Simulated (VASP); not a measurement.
The cell holds one MgI₂ (1T layered) monolayer, with vacuum along c. Ionisation potential and electron affinity count from the cell's own band edges, surface states included.

```xyz
3
Lattice="4.1114 0.0000 0.0000 -2.0557 3.5606 0.0000 0.0000 0.0000 19.4224" Properties=species:S:1:pos:R:3 pbc="T T T"
I      2.0557     1.1869     8.0274
I      0.0000     2.3737    11.3950
Mg    -2.0557     3.5606     9.7112
```

Calculation: PBE GGA with D3 dispersion (Becke-Johnson damping), VASP's PBE PAW potentials (set 64) (plane waves; VASP). Settings: 400 eV cut-off, 12×12×1 Γ-centred mesh, Gaussian smearing of 0.050 eV, potentials I Mg.

Unless said otherwise, spin-orbit coupling is left out, though it shifts the bands of the heavy elements here.

Question: Predict its energy to cut it from the bulk, per area, ionisation potential, electron affinity, band gap (on the k-mesh).

Answer: 
energy to cut it from the bulk, per area: 13.6 meV/Å²
ionisation potential: 6.30 eV
electron affinity: 2.69 eV
band gap (on the k-mesh): 3.62 eV

The cell is a sheet with vacuum, built from MgI2 (1T layered).
